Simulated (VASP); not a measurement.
All values below come from PBE GGA, VASP's PBE PAW potentials (set 64) (plane waves; VASP 6.6.1).

A VASP calculation is set up with these files.

**INCAR**
```
ALGO=Normal
EDIFF=1E-6
EDIFFG=-0.02
ENCUT=400
GGA=PE
IBRION=2
ISIF=3
ISMEAR=0
LASPH=T
LCHARG=F
LMAXMIX=4
LREAL=F
LWAVE=F
NELM=100
NSW=60
PREC=Accurate
SIGMA=0.05
SYSTEM=InSe
```

**KPOINTS**
```
Automatic mesh
0
Gamma
6 6 2
0 0 0
```

**POSCAR**
```
InSe
1.0
  4.1111167648   0.0000000000   0.0000000000
 -2.0555583824   3.5603314441   0.0000000000
  0.0000000000   0.0000000000  18.0441495097
In Se
4 4
Cart
 -0.0000020556   2.3735554828   3.0978167874
  2.0555604380   1.1867759613  12.1198915422
  2.0555604380   1.1867759613  14.9463327223
 -0.0000020556   2.3735554828   5.9242579675
 -0.0000020556   2.3735554828  10.8588701504
  2.0555604380   1.1867759613   1.8367953956
  2.0555604380   1.1867759613   7.1852793593
 -0.0000020556   2.3735554828  16.2073541141
```

POTCAR, in this order: In_d Se (PBE.64 set). Program: vasp_std.

Output

### OSZICAR
```
       N       E                     dE             d eps       ncg     rms          rms(c)
DAV:   1     0.699326428626E+03    0.69933E+03   -0.29763E+04  1276   0.152E+03
DAV:   2     0.668121803545E+02   -0.63251E+03   -0.61837E+03  1339   0.411E+02
DAV:   3    -0.238671524994E+02   -0.90679E+02   -0.89058E+02  1550   0.181E+02
DAV:   4    -0.291704355429E+02   -0.53033E+01   -0.52729E+01  1488   0.452E+01
DAV:   5    -0.293724296596E+02   -0.20199E+00   -0.20191E+00  1585   0.835E+00    0.916E+00
DAV:   6    -0.284426870343E+02    0.92974E+00   -0.19459E+00  1623   0.169E+01    0.545E+00
DAV:   7    -0.284382666834E+02    0.44204E-02   -0.10597E+00  1809   0.544E+00    0.144E+00
DAV:   8    -0.284303737617E+02    0.78929E-02   -0.10442E-01  1804   0.306E+00    0.954E-01
DAV:   9    -0.284335570238E+02   -0.31833E-02   -0.18233E-02  1478   0.574E-01    0.287E-01
DAV:  10    -0.284340312749E+02   -0.47425E-03   -0.13815E-03  2012   0.298E-01    0.195E-01
DAV:  11    -0.284344590053E+02   -0.42773E-03   -0.97270E-04  1442   0.188E-01    0.103E-01
DAV:  12    -0.284344416595E+02    0.17346E-04   -0.71332E-05  1851   0.516E-02    0.195E-02
DAV:  13    -0.284344578345E+02   -0.16175E-04   -0.37511E-05  1581   0.389E-02    0.148E-02
DAV:  14    -0.284344579923E+02   -0.15780E-06   -0.39276E-06  1291   0.206E-02
   1 F= -.28434458E+02 E0= -.28434458E+02  d E =-.284345E+02
       N       E                     dE             d eps       ncg     rms          rms(c)
DAV:   1    -0.284664353720E+02   -0.31978E-01   -0.89220E-01  1594   0.106E+01    0.114E+00
DAV:   2    -0.284415090639E+02    0.24926E-01   -0.72548E-02  1631   0.356E+00    0.425E-01
DAV:   3    -0.284365949086E+02    0.49142E-02   -0.14519E-02  1628   0.140E+00    0.192E-01
DAV:   4    -0.284364200288E+02    0.17488E-03   -0.12467E-03  1527   0.241E-01    0.102E-01
DAV:   5    -0.284363161701E+02    0.10386E-03   -0.21907E-04  1672   0.173E-01    0.391E-02
DAV:   6    -0.284363303339E+02   -0.14164E-04   -0.83224E-05  1658   0.647E-02    0.268E-02
DAV:   7    -0.284363313572E+02   -0.10233E-05   -0.79930E-06  1474   0.351E-02    0.993E-03
DAV:   8    -0.284363308082E+02    0.54898E-06   -0.12910E-06   785   0.154E-02
   2 F= -.28436331E+02 E0= -.28436331E+02  d E =-.187282E-02
       N       E                     dE             d eps       ncg     rms          rms(c)
DAV:   1    -0.284363477112E+02   -0.16354E-04   -0.47290E-04  1604   0.242E-01    0.263E-02
DAV:   2    -0.284363359974E+02    0.11714E-04   -0.37512E-05  1615   0.799E-02    0.978E-03
DAV:   3    -0.284363329765E+02    0.30209E-05   -0.69775E-06  1233   0.325E-02    0.314E-03
DAV:   4    -0.284363320144E+02    0.96203E-06   -0.17139E-06   915   0.762E-03
   3 F= -.28436332E+02 E0= -.28436332E+02  d E =-.187402E-02
       N       E                     dE             d eps       ncg     rms          rms(c)
DAV:   1    -0.284387715200E+02   -0.24385E-02   -0.20009E-01  1325   0.216E+00    0.281E-01
DAV:   2    -0.284379106634E+02    0.86086E-03   -0.10741E-02  1970   0.914E-01    0.160E-01
DAV:   3    -0.284373895072E+02    0.52116E-03   -0.81960E-04  1720   0.187E-01    0.869E-02
DAV:   4    -0.284371826969E+02    0.20681E-03   -0.27962E-04  1675   0.139E-01    0.265E-02
DAV:   5    -0.284371881467E+02   -0.54498E-05   -0.11018E-04  1522   0.815E-02    0.218E-02
DAV:   6    -0.284371895159E+02   -0.13692E-05   -0.60237E-06  1605   0.238E-02    0.124E-02
DAV:   7    -0.284371896773E+02   -0.16145E-06   -0.64516E-07   770   0.665E-03
   4 F= -.28437190E+02 E0= -.28437190E+02  d E =-.857663E-03
       N       E                     dE             d eps       ncg     rms          rms(c)
DAV:   1    -0.284390442933E+02   -0.18548E-02   -0.20843E-01  1325   0.220E+00    0.286E-01
DAV:   2    -0.284381433347E+02    0.90096E-03   -0.11188E-02  1950   0.932E-01    0.163E-01
DAV:   3    -0.284376003037E+02    0.54303E-03   -0.85575E-04  1745   0.192E-01    0.885E-02
DAV:   4    -0.284373854614E+02    0.21484E-03   -0.29110E-04  1637   0.142E-01    0.272E-02
DAV:   5    -0.284373912372E+02   -0.57757E-05   -0.11513E-04  1514   0.833E-02    0.223E-02
DAV:   6    -0.284373926870E+02   -0.14498E-05   -0.62866E-06  1608   0.242E-02    0.127E-02
DAV:   7    -0.284373928632E+02   -0.17624E-06   -0.67502E-07   755   0.681E-03
   5 F= -.28437393E+02 E0= -.28437393E+02  d E =-.106085E-02
```

OUTCAR:
```
------------------------ aborting loop because EDIFF is reached ----------------------------------------
  FORCE on cell =-STRESS in cart. coord.  units (eV):
  Direction    XX          YY          ZZ          XY          YZ          ZX
  --------------------------------------------------------------------------------------
  Total       -0.0033896     -0.0033896     -0.0125231      0.0000000      0.0000000      0.0000000
  in kB       -0.0207034     -0.0207034     -0.0764894      0.0000000      0.0000000      0.0000000
  external PRESSURE =      -0.0392988 kB  Pullay stress =       0.0000000 kB
  volume of cell :      262.31
      direct lattice vectors                 reciprocal lattice vectors
     4.089552077 -0.000000000 -0.000000000     0.244525557  0.141176901 -0.000000000
    -2.044776038  3.541655878  0.000000000     0.000000000  0.282353801 -0.000000000
    -0.000000000  0.000000000 18.110808756     0.000000000 -0.000000000  0.055215646
 POSITION                                       TOTAL-FORCE (eV/Angst)
 -----------------------------------------------------------------------------------
     -0.00000      2.36111      3.11416         0.000000     -0.000000      0.001705
      2.04478      1.18055     12.16956        -0.000000      0.000000      0.001705
      2.04478      1.18055     14.99665        -0.000000      0.000000     -0.001705
     -0.00000      2.36111      5.94125         0.000000     -0.000000     -0.001705
     -0.00000      2.36111     10.89545        -0.000000     -0.000000      0.011413
      2.04478      1.18055      1.84004         0.000000     -0.000000      0.011413
      2.04478      1.18055      7.21536         0.000000     -0.000000     -0.011413
     -0.00000      2.36111     16.27077        -0.000000      0.000000     -0.011413
 -----------------------------------------------------------------------------------
    total drift:                               -0.000803      0.000181      0.000014
  FREE ENERGIE OF THE ION-ELECTRON SYSTEM (eV)
  ---------------------------------------------------
  free  energy   TOTEN  =       -28.4373928632 eV

  energy  without entropy=      -28.4373928632  energy(sigma->0) =      -28.43739286

 reached required accuracy - stopping structural energy minimisation
```
(Selected blocks of OUTCAR.)

File CONTCAR:
```
InSe
   1.00000000000000
     4.0895520766484097   -0.0000000000000000   -0.0000000000000000
    -2.0447760383242048    3.5416558780994789    0.0000000000000000
    -0.0000000000000000    0.0000000000000000   18.1108087557305737
  In              Se
     4     4
Direct
     0.3333330000000032    0.6666669999999968    0.1719501716512996
     0.6666669999999968    0.3333330000000032    0.6719501716512996
     0.6666669999999968    0.3333330000000032    0.8280498283487004
     0.3333330000000032    0.6666669999999968    0.3280498283487004
     0.3333330000000032    0.6666669999999968    0.6015990558554911
     0.6666669999999968    0.3333330000000032    0.1015990558554912
     0.6666669999999968    0.3333330000000032    0.3984009441445088
     0.3333330000000032    0.6666669999999968    0.8984009441445089
```

Without a dispersion term in the relaxation, distances and binding between the weakly bound layers, chains or molecules are unreliable, and so is what depends on them.

The structure was generated: InSe was put into the beta-GaS type (P6_3/mmc), a phase also known from measurement. This run relaxes it. Symmetry was kept, so distortions that lower it aren't found. The start is the result of an earlier pass.
